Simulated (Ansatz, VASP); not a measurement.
# Si2W: VASP beside Ansatz

Wanted: the spread between two codes on one cell, functional and k mesh. The cell is taken from a series of runs on this material, whose earlier steps may have relaxed, scaled, displaced or heated it; both programs get it as it stands.

Method: plane waves, with VASP 6.6.1 beside it; zone-centre phonons at PBEsol, in Ansatz 0.2.0.

## Step 1: The structure

The structure is tetragonal, space group I4/mmm (No. 139). Conventional cell: a = 3.156 Å, b = 3.156 Å, c = 7.726 Å, α = 90.00°, β = 90.00°, γ = 90.00°. Nearest to Si lie 5 Si at 2.57 to 2.58 Å and 5 W at 2.57 to 2.58 Å. W has 10 Si at 2.57 to 2.58 Å nearest. Farther neighbours are not listed.

## Step 2: VASP: zone-centre phonons, PBEsol

Second derivatives magnify differences that forces hide, and they need a tight electronic threshold.

Lines of VASP's logs that name or quote its potential files are left out, and so is its time.

INCAR reads:

```
SYSTEM = Si2W
PREC = Accurate
ENCUT = 600
EDIFF = 1E-08
NELM = 120
ISMEAR = 1
SIGMA = 0.2
LREAL = .FALSE.
ALGO = Normal
GGA = PS
NBANDS = 13
LASPH = .TRUE.
LORBIT = 11
LWAVE = .FALSE.
LCHARG = .FALSE.
ISIF = 2
IBRION = 8
GGA_COMPAT = .FALSE.
KPAR = 2
```

POSCAR reads:

```
Si2W
1.0
   -1.5782230225      1.5782230225      3.8629848587
    1.5782230225     -1.5782230225      3.8629848587
    1.5782230225      1.5782230225     -3.8629848587
Si W
2 1
Direct
    0.3338938342      0.3338938342      0.0000000000
    0.6661061658      0.6661061658      0.0000000000
    0.0000000000      0.0000000000      0.0000000000
```

KPOINTS reads:

```
Automatic mesh
0
Gamma
20 20 20
0 0 0
```

PAW data sets: Si and W (PBE family, release 64).

Command:

```console
mpirun -np 2 vasp_std
```

Numbers of over 12 decimals in the logs are rounded to 6 here.

The program printed:

```text
[banner, memory and clock lines left out]
running    2 mpi-ranks, on    1 nodes
 distrk:  each k-point on    1 cores,    2 groups
 distr:  one band on    1 cores,    1 groups

 POSCAR found type information on POSCAR SiW
 POSCAR found :  2 types and       3 ions
|                                                                             |
|               ----> ADVICE to this user running VASP <----                  |
|                                                                             |
|     You enforced a specific xc type in the INCAR file but a different       |
|     [... a line on the potential file left out ...]
|     I HOPE YOU KNOW WHAT YOU ARE DOING!                                     |
|                                                                             |

 LDA part: xc-table for (Slater+PW92), standard interpolation
 POSCAR, INCAR and KPOINTS ok, starting setup
 FFT: planning ... GRIDC
 FFT: planning ... GRID_SOFT
 FFT: planning ... GRID
 WAVECAR not read
 entering main loop
       N       E                     dE             d eps       ncg     rms          rms(c)
DAV:   1     0.347972451973E+02    0.34797E+02   -0.66538E+03 16674   0.106E+03
DAV:   2    -0.246634993462E+02   -0.59461E+02   -0.54176E+02 20211   0.207E+02
DAV:   3    -0.274855287613E+02   -0.28220E+01   -0.27284E+01 22738   0.359E+01
DAV:   4    -0.275261924843E+02   -0.40664E-01   -0.40580E-01 19980   0.490E+00
DAV:   5    -0.275267974876E+02   -0.60500E-03   -0.60473E-03 23506   0.519E-01    0.286E+01
DAV:   6    -0.268244480526E+02    0.70235E+00   -0.18065E+00 24751   0.866E+00    0.125E+01
DAV:   7    -0.266973470949E+02    0.12710E+00   -0.17462E-01 18981   0.281E+00    0.550E+00
DAV:   8    -0.266767310095E+02    0.20616E-01   -0.31736E-02 21727   0.129E+00    0.524E-01
DAV:   9    -0.266764386089E+02    0.29240E-03   -0.17104E-03 19943   0.287E-01    0.288E-01
DAV:  10    -0.266764120290E+02    0.26580E-04   -0.27841E-04 20977   0.106E-01    0.680E-02
DAV:  11    -0.266763968463E+02    0.15183E-04   -0.40422E-05 20722   0.448E-02    0.197E-02
DAV:  12    -0.266763969649E+02   -0.11856E-06   -0.13114E-06 20869   0.902E-03    0.833E-03
DAV:  13    -0.266763968112E+02    0.15366E-06   -0.92128E-08 21067   0.221E-03    0.131E-03
DAV:  14    -0.266763967985E+02    0.12736E-07   -0.49552E-09 12993   0.541E-04    0.291E-04
DAV:  15    -0.266763968023E+02   -0.38035E-08   -0.57956E-10 10778   0.265E-04
   1 F= -.26676397E+02 E0= -.26676586E+02  d E =0.566417E-03
 Linear response reoptimize wavefunctions to high precision
DAV:   1    -0.266763968098E+02   -0.74992E-08   -0.95292E-11 12884   0.847E-05
DAV:   2    -0.266763968098E+02   -0.81855E-11   -0.15433E-11 10133   0.420E-05
 Linear response DOF=           4
 Linear response progress:
  Degree of freedom:   1/  4
       N       E                     dE             d eps       ncg     rms          rms(c)
RMM:   1    -0.180317593673E-01   -0.18032E-01    0.15204E-02136090   0.900E-01
RMM:   2    -0.166335713602E-01    0.13982E-02   -0.69927E-04 88386   0.217E-01    0.985E-02
RMM:   3    -0.167035903006E-01   -0.70019E-04   -0.15589E-04 88970   0.633E-02    0.537E-02
RMM:   4    -0.168719845868E-01   -0.16839E-03   -0.97567E-05 88676   0.477E-02    0.122E-02
RMM:   5    -0.168575225054E-01    0.14462E-04   -0.19470E-06 92625   0.942E-03    0.123E-03
RMM:   6    -0.168629782192E-01   -0.54557E-05   -0.27223E-07 93561   0.169E-03    0.718E-04
RMM:   7    -0.168623822832E-01    0.59594E-06    0.26485E-09 94798   0.389E-04    0.615E-05
RMM:   8    -0.168628336991E-01   -0.45142E-06   -0.11949E-08 96171   0.125E-04    0.147E-05
RMM:   9    -0.168628045908E-01    0.29108E-07   -0.93626E-10 99232   0.330E-05    0.243E-06
RMM:  10    -0.168628104519E-01   -0.58611E-08   -0.31994E-09 99293   0.145E-05    0.108E-06
 first order change of Fermi-energy   0.17136E-04
 force on displaced ion       1 direction 1 : -10.359   0.000  -0.000
 Linear response progress:
  Degree of freedom:   2/  4
       N       E                     dE             d eps       ncg     rms          rms(c)
RMM:   1    -0.256856608919E-01   -0.25686E-01    0.38869E-02 41926   0.112E+00
RMM:   2    -0.229395363797E-01    0.27461E-02   -0.11645E-03 26799   0.285E-01    0.158E-01
RMM:   3    -0.229165183364E-01    0.23018E-04   -0.54021E-04 26778   0.113E-01    0.108E-01
RMM:   4    -0.230080560664E-01   -0.91538E-04   -0.66305E-05 27935   0.399E-02    0.458E-02
RMM:   5    -0.230547354334E-01   -0.46679E-04   -0.49560E-06 28005   0.110E-02    0.133E-02
RMM:   6    -0.230580158449E-01   -0.32804E-05   -0.45455E-07 28234   0.336E-03    0.200E-03
RMM:   7    -0.230561796177E-01    0.18362E-05   -0.41239E-08 28772   0.123E-03    0.631E-04
RMM:   8    -0.230561895693E-01   -0.99516E-08    0.16099E-09 29590   0.229E-04    0.103E-04
 first order change of Fermi-energy  -0.44546E+00
 force on displaced ion       1 direction 3 :  -0.000  -0.000 -16.094
 Linear response progress:
  Degree of freedom:   3/  4
       N       E                     dE             d eps       ncg     rms          rms(c)
RMM:   1    -0.121614777626E+00   -0.12161E+00   -0.10500E-01 59637   0.181E+00
RMM:   2    -0.120487226683E+00    0.11276E-02   -0.13482E-03 47265   0.266E-01    0.158E-01
RMM:   3    -0.120112945360E+00    0.37428E-03   -0.20397E-04 48440   0.814E-02    0.894E-02
RMM:   4    -0.120225322150E+00   -0.11238E-03   -0.25771E-04 47888   0.943E-02    0.124E-02
RMM:   5    -0.120215168085E+00    0.10154E-04   -0.69748E-06 51703   0.172E-02    0.360E-03
RMM:   6    -0.120220502134E+00   -0.53340E-05   -0.13353E-07 50966   0.222E-03    0.829E-04
RMM:   7    -0.120220107367E+00    0.39477E-06   -0.10329E-08 52734   0.562E-04    0.120E-04
RMM:   8    -0.120220042686E+00    0.64681E-07   -0.39934E-09 52835   0.141E-04    0.313E-05
RMM:   9    -0.120219807249E+00    0.23544E-06   -0.35232E-09 54464   0.565E-05    0.585E-06
RMM:  10    -0.120219763500E+00    0.43749E-07   -0.44261E-09 55708   0.315E-05    0.246E-06
RMM:  11    -0.120219785995E+00   -0.22495E-07    0.47292E-10 54241   0.264E-05    0.178E-07
RMM:  12    -0.120219785284E+00    0.71077E-09   -0.32686E-09 37444   0.223E-05    0.685E-08
 first order change of Fermi-energy  -0.81606E-03
 force on displaced ion       3 direction 1 : -13.060  -0.000   0.000
 Linear response progress:
  Degree of freedom:   4/  4
       N       E                     dE             d eps       ncg     rms          rms(c)
RMM:   1    -0.139215198026E+00   -0.13922E+00   -0.12949E-01 32721   0.187E+00
RMM:   2    -0.134532815848E+00    0.46824E-02   -0.21662E-03 25841   0.323E-01    0.187E-01
RMM:   3    -0.133869782120E+00    0.66303E-03   -0.78356E-04 26850   0.135E-01    0.990E-02
RMM:   4    -0.133915801300E+00   -0.46019E-04   -0.28921E-04 26870   0.938E-02    0.287E-02
RMM:   5    -0.133977215997E+00   -0.61415E-04   -0.43831E-05 26744   0.392E-02    0.706E-03
RMM:   6    -0.133987560847E+00   -0.10345E-04   -0.81450E-07 29255   0.538E-03    0.177E-03
RMM:   7    -0.133980176166E+00    0.73847E-05   -0.14370E-07 27712   0.179E-03    0.220E-04
RMM:   8    -0.133980794534E+00   -0.61837E-06   -0.81131E-09 29251   0.315E-04    0.105E-04
RMM:   9    -0.133980868669E+00   -0.74135E-07   -0.62015E-09 29898   0.803E-05    0.495E-05
RMM:  10    -0.133980857390E+00    0.11279E-07   -0.70108E-09 29943   0.475E-05    0.339E-06
RMM:  11    -0.133980872345E+00   -0.14955E-07   -0.39571E-09 30815   0.298E-05    0.129E-06
RMM:  12    -0.133980872598E+00   -0.25306E-09   -0.52990E-09 23906   0.252E-05    0.285E-07
 first order change of Fermi-energy   0.50722E-03
 force on displaced ion       3 direction 3 :  -0.000  -0.000 -17.629
 Linear response finished
```

OUTCAR, selected parts (step 2):

```text
ion  position               nearest neighbor table
   1  0.334  0.334  0.000-   2 2.57   3 2.57   3 2.57   3 2.57   3 2.57   3 2.58   2 2.58   2 2.58
                             2 2.58   2 2.58
   2  0.666  0.666  0.000-   1 2.57   3 2.57   3 2.57   3 2.57   3 2.57   3 2.58   1 2.58   1 2.58
                             1 2.58   1 2.58
   3  0.000  0.000  0.000-   2 2.57   2 2.57   2 2.57   1 2.57   2 2.57   1 2.57   1 2.57   1 2.57
                             1 2.58   2 2.58

  LATTYP: Found a body centered tetragonal cell.
 ALAT       =     3.1564460450
 C/A-ratio  =     2.4476799563

 Subroutine GETGRP returns: Found 16 space group operations
 (whereof 16 operations were pure point group operations)

The static configuration has the point symmetry D_4h.

 Found    641 irreducible k-points:

   k-points           NKPTS =    641   k-points in BZ     NKDIM =    641   number of bands    NBANDS=     13

   dimension x,y,z NGX =    36 NGY =   36 NGZ =   36
   dimension x,y,z NGXF=    72 NGYF=   72 NGZF=   72

   ENCUT  =  600.0 eV  44.10 Ry    6.64 a.u.   8.91  8.91  8.91*2*pi/ulx,y,z

   NELECT =      14.0000    total number of electrons

 k-points in reciprocal lattice and weights: Automatic mesh
   0.00000000  0.00000000  0.00000000       0.000
   0.05000000 -0.00000000  0.00000000       0.001
   0.10000000  0.00000000  0.00000000       0.001
   0.15000000 -0.00000000  0.00000000       0.001
   0.20000000  0.00000000  0.00000000       0.001
   0.25000000 -0.00000000  0.00000000       0.001
   0.30000000 -0.00000000  0.00000000       0.001
   0.35000000 -0.00000000  0.00000000       0.001
   0.40000000 -0.00000000  0.00000000       0.001
[...]
-0.45000000 -0.45000000  0.45000000       0.000
   0.50000000  0.50000000  0.50000000       0.000

 average (electrostatic) potential at core
       1 -78.3900       2 -78.3900       3 -33.8424

  Total        2.4717234      2.4717234      2.4754808      0.0000000      0.0000000      0.0000000
  in kB      102.8941561    102.8941561    103.0505718      0.0000000      0.0000000      0.0000000
  external PRESSURE =     102.9462946 kB  Pullay stress =       0.0000000 kB

  energy-cutoff  :      600.00
  volume of cell :       38.49
      direct lattice vectors                 reciprocal lattice vectors
    -1.578223023  1.578223023  3.862984859     0.000000000  0.316812005  0.129433590
     1.578223023 -1.578223023  3.862984859     0.316812005  0.000000000  0.129433590
     1.578223023  1.578223023 -3.862984859     0.316812005  0.316812005  0.000000000

 POSITION                                       TOTAL-FORCE (eV/Angst)
 -----------------------------------------------------------------------------------
      0.00000      0.00000      2.57965        -0.000000     -0.000000     -0.000402
      0.00000      0.00000      5.14632         0.000000      0.000000      0.000402
      0.00000      0.00000      0.00000         0.000000      0.000000      0.000000
 -----------------------------------------------------------------------------------
    total drift:                               -0.000000     -0.000000      0.000000

 Eigenvectors and eigenvalues of the dynamical matrix
 ----------------------------------------------------

   1 f  =   14.261788 THz    89.609458 2PiTHz  475.722046 cm-1    58.981990 meV
             X         Y         Z           dx          dy          dz
      0.000000  0.000000  2.579654     0.000000    0.000000   -0.707107
      0.000000  0.000000  5.146316     0.000000   -0.000000    0.707107
      0.000000  0.000000  0.000000    -0.000000   -0.000000    0.000000

   2 f  =   11.111775 THz    69.817342 2PiTHz  370.648920 cm-1    45.954589 meV
             X         Y         Z           dx          dy          dz
      0.000000  0.000000  2.579654    -0.018567    0.706863    0.000000
      0.000000  0.000000  5.146316     0.018567   -0.706863   -0.000000
      0.000000  0.000000  0.000000     0.000000   -0.000000    0.000000

   3 f  =   11.111775 THz    69.817342 2PiTHz  370.648920 cm-1    45.954589 meV
             X         Y         Z           dx          dy          dz
      0.000000  0.000000  2.579654     0.706863    0.018567   -0.000000
      0.000000  0.000000  5.146316    -0.706863   -0.018567    0.000000
      0.000000  0.000000  0.000000    -0.000000    0.000000    0.000000

   4 f  =   10.006863 THz    62.874972 2PiTHz  333.793005 cm-1    41.385039 meV
             X         Y         Z           dx          dy          dz
      0.000000  0.000000  2.579654     0.000000   -0.000000    0.618857
      0.000000  0.000000  5.146316    -0.000000   -0.000000    0.618857
      0.000000  0.000000  0.000000    -0.000000   -0.000000   -0.483768

   5 f  =    8.612344 THz    54.112951 2PiTHz  287.276861 cm-1    35.617775 meV
             X         Y         Z           dx          dy          dz
      0.000000  0.000000  2.579654    -0.000000   -0.618845   -0.000000
      0.000000  0.000000  5.146316    -0.000000   -0.618845   -0.000000
      0.000000  0.000000  0.000000     0.000000    0.483800    0.000000

   6 f  =    8.612344 THz    54.112951 2PiTHz  287.276861 cm-1    35.617775 meV
             X         Y         Z           dx          dy          dz
      0.000000  0.000000  2.579654     0.618845    0.000000    0.000000
      0.000000  0.000000  5.146316     0.618845   -0.000000   -0.000000
      0.000000  0.000000  0.000000    -0.483800    0.000000    0.000000

   7 f/i=    0.000112 THz     0.000701 2PiTHz    0.003722 cm-1     0.000462 meV
             X         Y         Z           dx          dy          dz
      0.000000  0.000000  2.579654    -0.000000   -0.000000    0.342076
      0.000000  0.000000  5.146316    -0.000000   -0.000000    0.342076
      0.000000  0.000000  0.000000    -0.000000   -0.000000    0.875196

   8 f/i=    0.000409 THz     0.002572 2PiTHz    0.013655 cm-1     0.001693 meV
             X         Y         Z           dx          dy          dz
      0.000000  0.000000  2.579654     0.260009    0.222321    0.000000
      0.000000  0.000000  5.146316     0.260009    0.222321    0.000000
      0.000000  0.000000  0.000000     0.665171    0.568757    0.000000

   9 f/i=    0.000409 THz     0.002572 2PiTHz    0.013655 cm-1     0.001693 meV
             X         Y         Z           dx          dy          dz
      0.000000  0.000000  2.579654     0.222321   -0.260009   -0.000000
      0.000000  0.000000  5.146316     0.222321   -0.260009   -0.000000
      0.000000  0.000000  0.000000     0.568757   -0.665171   -0.000000

 ELASTIC MODULI CONTR FROM IONIC RELAXATION (kBar)
 Direction    XX          YY          ZZ          XY          YZ          ZX
 --------------------------------------------------------------------------------
 XX         -33.6118    -33.6118    -25.3033      0.0000      0.0000      0.0000
 YY         -33.6118    -33.6118    -25.3033      0.0000      0.0000      0.0000
 ZZ         -25.3033    -25.3033    -19.0486      0.0000      0.0000      0.0000
 XY           0.0000      0.0000      0.0000      0.0000      0.0000      0.0000
 YZ           0.0000      0.0000      0.0000      0.0000    -40.4832     -0.0000
 ZX           0.0000      0.0000      0.0000      0.0000     -0.0000    -17.9186
 --------------------------------------------------------------------------------
```

(Part 1 of 2 ends here.)

[Lines on the potential files, build, host, timing and source positions are cut from VASP's logs without a mark.]

[Logs are printed without paths, hosts, clocks, repeated set-up lines and the standing remarks that a program may print on its own settings, such as how far it seeks lower states.]

[Hosts, paths, dates, database ids (printed as entryN), source tags and the programs' standing remarks are cut or masked in the printed files.]
